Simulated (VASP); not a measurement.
# CsLi3O2 (P6/mmm) in VASP: further runs

The runs below take CsLi3O2 through density of states, hyperfine couplings, with TPSS+TS, RPBE.

Everything below comes from runs of VASP 6.6.1. Logs are shortened: lines on timing, memory, paths and dates and some standing lists are left out, and cuts for length are marked.

## 1. The crystal as given

It takes space group P6/mmm (No. 191, hexagonal). Conventional cell: a = 6.016 Å, b = 6.016 Å, c = 3.156 Å, α = 90.00°, β = 90.00°, γ = 120.00°. Cs (site symmetry 6/mmm) has 2 Cs at 3.16 Å and 12 Li at 3.40 Å and 6 O at 3.47 Å as nearest neighbours. Around Li (site symmetry mmm) lie 4 O at 2.35 Å. O (site symmetry -6m2) is surrounded by 6 Li at 2.35 Å.

The cell was built by a generator and needn't be a form met in nature.

## 2. Density of states, TPSS+TS (volume scaled by 0.88)

INCAR

```
SYSTEM = CsLi3O2
ALGO = Normal
EDIFF = 1E-6
ENCUT = 520
ISIF = 2
ISMEAR = -5
IVDW = 2
LASPH = .True.
LCHARG = .False.
LMIXTAU = .True.
LORBIT = 10
LREAL = .False.
LWAVE = .False.
METAGGA = TPSS
NBANDS = 39
NEDOS = 2001
NELECT = 31.0
NELM = 100
PREC = Accurate
SIGMA = 0.02
```

KPOINTS

```
k-points
0
Gamma
  5 5 8
  0 0 0
```

POSCAR

```
CsLi3O2
1.0
    5.7650698257      0.0000000000      0.0000000000
   -2.8825349176      4.9926969216      0.0000000000
    0.0000000000      0.0000000000      3.0247603007
Cs Li O
1 3 2
Direct
    0.0000000000      0.0000000000      0.5000000000
    0.0000000000      0.5000000000      0.0000000000
    0.5000000000      0.5000000000      0.0000000000
    0.5000000000      0.0000000000      0.0000000000
    0.6666666700      0.3333333300      0.5000000000
    0.3333333300      0.6666666700      0.5000000000
```

Potentials or basis: VASP PAW PBE potentials, release 64 (Cs_sv, Li_sv, O).

Started as:

```
$ cat potpaw_PBE.64/Cs_sv/POTCAR potpaw_PBE.64/Li_sv/POTCAR potpaw_PBE.64/O/POTCAR > POTCAR
$ mpirun -np 1 vasp_std > vasp.out
```

OUTCAR:

```text
SYSTEM = CsLi3O2
   EDIFF = 1E-6
   ENCUT = 520
   ISIF = 2
   ISMEAR = -5
   IVDW = 2
   LASPH = .True.
   LORBIT = 10
   LREAL = .False.
   METAGGA = TPSS
   NELECT = 31.0
   NELM = 100
   PREC = Accurate
  IVDW =   2

 ion  position               nearest neighbor table
   1  0.000  0.000  0.500-
   2  0.000  0.500  0.000-   5 2.25   6 2.25   5 2.25   6 2.25
   3  0.500  0.500  0.000-   5 2.25   6 2.25   5 2.25   6 2.25
   4  0.500  0.000  0.000-   5 2.25   6 2.25   5 2.25   6 2.25
   5  0.667  0.333  0.500-   2 2.25   2 2.25   4 2.25   4 2.25   3 2.25   3 2.25
   6  0.333  0.667  0.500-   2 2.25   2 2.25   4 2.25   4 2.25   3 2.25   3 2.25

  LATTYP: Found a hexagonal cell.
 ALAT       =     5.7650698257
 C/A-ratio  =     0.5246701934

  Lattice vectors:

 A1 = (   5.7650698257,   0.0000000000,   0.0000000000)
 A2 = (  -2.8825349176,   4.9926969216,   0.0000000000)
 A3 = (   0.0000000000,   0.0000000000,   3.0247603007)

Analysis of symmetry for initial positions (statically):
=====================================================================
 Subroutine PRICEL returns:
 Original cell was already a primitive cell.

 Routine SETGRP: Setting up the symmetry group for a
 hexagonal supercell.

 Subroutine GETGRP returns: Found 24 space group operations
 (whereof 24 operations were pure point group operations)
 out of a pool of 24 trial point group operations.

The static configuration has the point symmetry D_6h.

Analysis of symmetry for dynamics (positions and initial velocities):
=====================================================================
 Subroutine PRICEL returns:
 Original cell was already a primitive cell.

 Routine SETGRP: Setting up the symmetry group for a
 hexagonal supercell.

 Subroutine GETGRP returns: Found 24 space group operations
 (whereof 24 operations were pure point group operations)
 out of a pool of 24 trial point group operations.

The dynamic configuration has the point symmetry D_6h.

 Subroutine INISYM returns: Found 24 space group operations
 (whereof 24 operations are pure point group operations),
 and found     1 'primitive' translations

----------------------------------------------------------------------------------------

                                     Primitive cell

  volume of cell :      87.0624

  direct lattice vectors                    reciprocal lattice vectors
     5.765069826  0.000000000  0.000000000     0.173458437  0.100146275  0.000000000
    -2.882534918  4.992696922  0.000000000     0.000000000  0.200292550  0.000000000
     0.000000000  0.000000000  3.024760301     0.000000000  0.000000000  0.330604709

  length of vectors
[... 119 lines left out ...]
   IVDW    =     2    specifies the selected vdW correction
   LEPSILON=     F    determine dielectric tensor
   LRPA    =     F    only Hartree local field effects (RPA)
 non-spin polarized calculation
 Fermi weights with tetrahedron method with Bloechl corrections
  energy-cutoff  :      520.00
  volume of cell :       87.06
 maximum number of plane-waves:      2388
 NGX is ok and might be reduce to    48
   NGX = 21   NGY = 21   NGZ = 11

 number of electron      30.9999997 magnetization

 Free energy of the ion-electron system (eV)
  ---------------------------------------------------
  ext. energy  EPLUGINS =         0.00000000
  ---------------------------------------------------
  free energy    TOTEN  =       -34.27796187 eV

  energy without entropy =      -34.27796187  energy(sigma->0) =      -34.27796187

 E-fermi :   4.3084     XC(G=0):  -9.7646

 val. band max:        4.1022215884   @ k =   0.4000   0.2000   0.3750
 cond. band min:       4.1308959806   @ k =   0.0000   0.0000   0.0000
 fundamental gap:      0.0286743922
 Fermi energy:         4.3083857810

 k-point     1 :       0.0000    0.0000    0.0000
  band No.  band energies     occupation
      1     -44.1314      2.00000
      2     -44.1144      2.00000
      3     -44.1143      2.00000
      4     -20.7936      2.00000
      5     -14.2922      2.00000
      6     -14.1261      2.00000
[... 709 lines left out ...]
     26      13.2284      0.00000
     27      13.2976      0.00000

 [... further k-points ...]

 [bands above 27 left out]

------------------------ aborting loop because EDIFF is reached ----------------------------------------

  Hirshfeld charges:
            ion         q(e)
   ------------------------------
      1     Cs       0.03925119
      2     Li      -0.00095903
      3     Li      -0.00095906
      4     Li      -0.00095903
      5     O       -0.51818704
      6     O       -0.51818704

  Tkatchenko/Scheffler method for vdW energy calculation

  Number of pair interactions contributing to vdW energy:  126066

  Edisp (eV):  -10.64903

  FORCE on cell =-STRESS in cart. coord.  units (eV):
  Direction    XX          YY          ZZ          XY          YZ          ZX
  --------------------------------------------------------------------------------------
  -------------------------------------------------------------------------------------
  Total      -3.72288    -3.72288     1.67268     0.00000     0.00000    -0.00000
  in kB     -68.51080   -68.51080    30.78180     0.00000     0.00000    -0.00000
  external pressure =      -35.41 kB  Pullay stress =        0.00 kB

 VOLUME and BASIS-vectors are now :
 -----------------------------------------------------------------------------
  energy-cutoff  :      520.00
  volume of cell :       87.06
      direct lattice vectors                 reciprocal lattice vectors
     5.765069826  0.000000000  0.000000000     0.173458437  0.100146275  0.000000000
    -2.882534918  4.992696922  0.000000000     0.000000000  0.200292550  0.000000000
     0.000000000  0.000000000  3.024760301     0.000000000  0.000000000  0.330604709

 POSITION                                       TOTAL-FORCE (eV/Angst)
 -----------------------------------------------------------------------------------
      0.00000      0.00000      1.51238         0.000000      0.000000      0.000000
     -1.44127      2.49635      0.00000         0.000000      0.000000      0.000000
      1.44127      2.49635      0.00000         0.000000      0.000000      0.000000
      2.88253      0.00000      0.00000         0.000000      0.000000      0.000000
      2.88253      1.66423      1.51238        -0.000000     -0.000000      0.000000
     -0.00000      3.32846      1.51238         0.000000      0.000000      0.000000
 -----------------------------------------------------------------------------------
    total drift:                               -0.000000      0.000000      0.000000

  FREE ENERGIE OF THE ION-ELECTRON SYSTEM (eV)
  ---------------------------------------------------
  free  energy   TOTEN  =       -44.9269937522 eV

  energy  without entropy=      -44.9269937522  energy(sigma->0) =      -44.92699375

 total charge

# of ion       s       p       d       tot
------------------------------------------
    1        1.820   4.647   0.312   6.778
    2        2.021   0.060   0.000   2.081
    3        2.021   0.060   0.000   2.081
    4        2.021   0.060   0.000   2.081
    5        1.531   3.365   0.000   4.896
    6        1.531   3.365   0.000   4.896
--------------------------------------------------
tot         10.944  11.556   0.312  22.812
```

stdout:

```text
POSCAR found type information on POSCAR CsLiO
 POSCAR found :  3 types and       6 ions
 scaLAPACK will be used
 -----------------------------------------------------------------------------
[... 34 lines left out ...]
|     Tetrahedron method does not include variations of the Fermi             |
|     occupations, so forces and stress will be inaccurate. We suggest        |
|     using a different smearing scheme ISMEAR = 1 or 2 for metals in         |
|     relaxations.                                                            |
|                                                                             |
 -----------------------------------------------------------------------------
```

Run time: 8 min. Hardware: 1 thread of AMD EPYC 9R45 (Zen 5), shared host; peak memory 0.25 GiB.

These settings aren't checked as converged (typed here: NELECT = 31; NBANDS = 39): the numbers below hold their error.

What came out:

| Property | Result |
| --- | --- |
| Free energy | -44.9270 eV |
| Band gap on the k mesh | none (metal or under the smearing width) |
| Valence electrons inside the program's atomic spheres | Cs 6.78; Li 2.08; O 4.90 |
| Hirshfeld charges | Cs +0.04; Li -0.00; O -0.52 e |
| Dispersion energy per atom | -1.775 eV |

Caveat: the cell is charged against a uniform background, so pressure and absolute levels hang on convention; the cutoff is under 1.25 times the usual one of these potentials, so pressure, stress and relaxed cells hold a basis-set (Pulay) error; atom-pairwise D2, TS and ULG terms overbind metals; the PAW data sets were made with another functional, which shifts forces and pressure a little; an odd number of electrons without spin polarisation forces a metal; a magnetic or distorted state may lie lower; pairwise dispersion overbinds metals, which lowers pressure and volume; tetrahedron occupations give inexact forces and stress in metals.

## 3. Hyperfine couplings, RPBE, collinear spin, ferromagnetic start

INCAR

```
PREC = Accurate
ENCUT = 520
EDIFF = 1E-6
ISMEAR = 0
SIGMA = 0.1
LREAL = False
LASPH = True
NELM = 60
ALGO = Fast
ISIF = 2
LWAVE = False
LCHARG = False
ISPIN = 2
MAGMOM = 0.5 0 0 0 0 0
LORBIT = 11
GGA = RP
LHYPERFINE = True
NELMIN = 8
```

KPOINTS

```
regular mesh
0
Gamma
  5 5 8
```

Edit POSCAR of step 2 so:

```diff
@@ -2,5 +2,5 @@
 1.0
-    5.7650698257      0.0000000000      0.0000000000
-   -2.8825349176      4.9926969216      0.0000000000
-    0.0000000000      0.0000000000      3.0247603007
+    6.0160349100      0.0000000000      0.0000000000
+   -3.0080174600      5.2100390600      0.0000000000
+    0.0000000000      0.0000000000      3.1564342000
 Cs Li O
```

Potentials or basis: VASP PAW PBE potentials, release 64 (Cs_sv, Li_sv, O).

Started as:

```
$ cat potpaw_PBE.64/Cs_sv/POTCAR potpaw_PBE.64/Li_sv/POTCAR potpaw_PBE.64/O/POTCAR > POTCAR
$ mpirun -np 1 vasp_std > vasp.out
```

OUTCAR:

```text
PREC = Accurate
   ENCUT = 520
   EDIFF = 1E-6
   ISMEAR = 0
   LREAL = False
   LASPH = True
   NELM = 60
   ISIF = 2
   ISPIN = 2
   LORBIT = 11
   GGA = RP
   NELMIN = 8

 ion  position               nearest neighbor table
   1  0.000  0.000  0.500-
   2  0.000  0.500  0.000-
   3  0.500  0.500  0.000-
   4  0.500  0.000  0.000-
   5  0.667  0.333  0.500-
   6  0.333  0.667  0.500-

  LATTYP: Found a hexagonal cell.
 ALAT       =     6.0160349100
 C/A-ratio  =     0.5246701934

[... 1330 lines left out ...]
   2      -0.000     0.000    -0.000    -0.000    -0.000    -0.000
   3      -0.000     0.000    -0.000     0.000    -0.000    -0.000
   4       0.000    -0.000    -0.000    -0.000    -0.000    -0.000
   5      -0.000    -0.000     0.000    -0.000     0.000     0.000
   6      -0.000    -0.000     0.000    -0.000     0.000     0.000
 ---------------------------------------------------------------------

 Total hyperfine coupling parameters after diagonalization (MHz)
 (convention: |A_zz| > |A_xx| > |A_yy|)
 ----------------------------------------------------------------------
  ion      A_xx      A_yy      A_zz     asymmetry (A_yy - A_xx)/ A_zz
 ----------------------------------------------------------------------
   1      -0.088    -0.088    -0.099      -0.000
   2       0.000     0.000     0.000      -0.005
   3       0.000     0.000     0.000      -0.001
   4       0.000     0.000     0.000      -0.005
   5      -0.003    -0.003    -0.003      -0.007
   6      -0.003    -0.003    -0.003      -0.007
 ---------------------------------------------------------------------

 total charge

# of ion       s       p       d       tot
------------------------------------------
    1        1.845   4.716   0.078   6.640
    2        2.012   0.029   0.000   2.041
    3        2.012   0.029   0.000   2.041
    4        2.012   0.029   0.000   2.041
    5        1.558   3.308   0.000   4.867
    6        1.558   3.308   0.000   4.867
--------------------------------------------------
tot         10.997  11.420   0.078  22.496

 magnetization (x)

# of ion       s       p       d       tot
------------------------------------------
    1        0.000   0.000   0.000   0.000
    2       -0.000   0.000   0.000   0.000
    3       -0.000   0.000   0.000   0.000
    4       -0.000   0.000   0.000   0.000
    5       -0.000  -0.000   0.000  -0.000
    6       -0.000  -0.000   0.000  -0.000
--------------------------------------------------
tot         -0.000  -0.000   0.000  -0.000
```

OSZICAR:

```text
N       E                     dE             d eps       ncg     rms          rms(c)
DAV:   1     0.218308372574E+03    0.21831E+03   -0.13825E+04  1900   0.155E+03
DAV:   2    -0.440249601080E+01   -0.22271E+03   -0.21451E+03  2687   0.343E+02
DAV:   3    -0.260873850015E+02   -0.21685E+02   -0.21620E+02  2847   0.964E+01
DAV:   4    -0.281965837699E+02   -0.21092E+01   -0.21023E+01  2996   0.247E+01
[... 15 lines left out ...]
RMM:  20    -0.215844603691E+02   -0.88401E-05   -0.89036E-05  2829   0.454E-02    0.643E-03
RMM:  21    -0.215844645836E+02   -0.42145E-05   -0.43332E-05  2569   0.339E-02    0.654E-03
RMM:  22    -0.215844673083E+02   -0.27247E-05   -0.23230E-05  2379   0.268E-02    0.811E-03
RMM:  23    -0.215844656054E+02    0.17029E-05   -0.17369E-05  2688   0.265E-02    0.348E-03
RMM:  24    -0.215844647238E+02    0.88164E-06   -0.55218E-06  1978   0.200E-02
   1 F= -.21584465E+02 E0= -.21584464E+02  d E =-.133764E-05  mag=    -0.0000
```

It took 2.5 min on 1 thread of AMD EPYC 9R45 (Zen 5), shared host; peak memory 0.28 GiB.

Results:

```yaml
Free_energy: -21.5845 eV
Band_gap_on_the_k_mesh: 0.53 eV, indirect (least direct gap 1.02 eV)
Net_moment: 0.00 μB per cell
Valence_electrons_inside_the_program's_atomic_spheres: Cs 6.64; Li 2.04; O 4.87
```

Hyperfine coupling, principal values (MHz):
```tsv
atom	values
1 Cs	-0.1, -0.1, -0.1
2 Li	0.0, 0.0, 0.0
3 Li	0.0, 0.0, 0.0
4 Li	0.0, 0.0, 0.0
5 O	0.0, 0.0, 0.0
6 O	0.0, 0.0, 0.0
```

Caveat: the cutoff is under 1.25 times the usual one of these potentials, so pressure, stress and relaxed cells hold a basis-set (Pulay) error; the PAW data sets were made with another functional, which shifts forces and pressure a little; spin-orbit coupling is left out, which moves the levels of the heavy elements; an odd mesh through Γ misses points on the zone boundary, where band edges often lie. Expect the measured gap to be larger: semilocal functionals such as RPBE lack the derivative discontinuity.

## 4. For comparison

An earlier run on the cell as given: functional PBE; potentials or basis VASP PAW PBE potentials, release 64 (Cs_sv, Li_sv, O); cutoff 520 eV; k mesh 5 × 5 × 8; occupations fermi-dirac, width 0.05 eV; no spin polarisation.

* Band gap on the k mesh: 0.49 eV, indirect (least direct gap 0.97 eV)
